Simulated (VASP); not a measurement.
Input:

```
Ir2SrGe2
1.0
   -2.10214     2.10214     5.40077
    2.10214    -2.10214     5.40077
    2.10214     2.10214    -5.40077
Sr Ge Ir
1 2 2
Cartesian
  0.00000   0.00000   0.00000
  0.00000   0.00000   3.98264
  0.00000   0.00000   6.81890
  2.10214   0.00000   2.70038
  0.00000   2.10213   2.70039
```

Calculation: PBEsol GGA, VASP's PBE PAW potentials (set 64) (plane waves; VASP). Settings: 300 eV cut-off, 7×7×7 Γ-centred mesh, Gaussian smearing of 0.14 eV, potentials Sr_sv Ge_d Ir.

Question: Give the energies of bands 19 to 32 at the high-symmetry points, in eV from the Fermi level.

Answer: 
```tsv
band	Γ	X	P	N	M	S	R
19	-4.68	-3.49	-3.41	-4.32	-4.72	-4.49	-3.79
20	-4.68	-3.43	-3.41	-4.10	-4.72	-4.29	-3.31
21	-3.60	-3.27	-3.32	-4.03	-4.05	-4.06	-3.29
22	-2.59	-3.22	-3.23	-3.67	-2.84	-3.44	-3.19
23	-2.59	-3.13	-3.15	-3.03	-2.84	-3.40	-3.17
24	-2.03	-3.02	-3.15	-2.89	-2.65	-2.60	-3.03
25	-1.55	-2.74	-2.62	-2.59	-0.94	-2.49	-2.83
26	-0.94	-1.42	-1.42	-2.56	-0.27	-2.38	-1.84
27	-0.59	-1.40	-1.40	-1.90	-0.27	-2.22	-1.44
28	-0.59	-1.08	-1.05	-0.91	0.44	0.41	-0.85
29	0.44	-0.98	-1.05	1.07	0.55	0.58	-0.40
30	0.73	0.80	0.88	1.98	1.71	1.12	0.78
31	3.07	0.93	0.88	2.19	2.19	3.25	0.81
32	3.07	1.86	1.78	3.59	4.25	3.41	2.13
```

It has no gap at this level: it comes out as a metal or semimetal.

The structure comes from a computed database's Ir2SrGe2 entry; how it stands against other phases isn't given here. The cell was not relaxed at this level. The k-mesh is coarse (spacing up to 0.30 per Å, 2π included), so the numbers may not be converged in it.
